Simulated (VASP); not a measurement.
A run of VASP 6.6.1 is set up as follows.

The input INCAR:

```
PREC = Accurate
ENCUT = 600
EDIFF = 1E-6
ISMEAR = 0
SIGMA = 0.1
LREAL = False
LASPH = True
NELM = 100
ALGO = Fast
ISIF = 3
LWAVE = False
LCHARG = False
GGA = PE
IBRION = 2
NSW = 90
EDIFFG = -0.04
```

Contents of KPOINTS:

```
Automatic mesh
0
Gamma
  9 9 4
```

POSCAR

```
B2O
1.0
    2.8790011400      0.0000000000      0.0000000000
   -1.4395005700      2.4932882800      0.0000000000
    0.0000000000      0.0000000000      7.0520000500
B O
4 2
Direct
    0.0000000000      0.0000000000      0.3800000000
    0.0000000000      0.0000000000      0.6200000000
    0.6666666900      0.3333333400      0.0230000000
    0.3333333400      0.6666666900      0.9770000000
    0.6666666900      0.3333333400      0.3059999900
    0.3333333400      0.6666666900      0.6940000100
```

Potentials or basis: VASP PAW PBE potentials, release 64 (B, O).

Command:

```bash
$ cat potpaw_PBE.64/B/POTCAR potpaw_PBE.64/O/POTCAR > POTCAR
$ mpirun -np 1 vasp_std > vasp.out
```

(1) Estimate the space group after relaxing (to 0.05 Å).

(2) What does it give for the relaxed volume?

(3) Predict the relaxed cell.

## Answers

(1) P-3m1 (No. 164).

(2) 8.76 Å³/atom.

(3) a = 2.553 Å, b = 2.553 Å, c = 9.317 Å, α = 90.00°, β = 90.00°, γ = 120.00°.

Caveat: this functional lacks dispersion, which binds the layers, so the pressure and a relaxed spacing across them are unreliable.
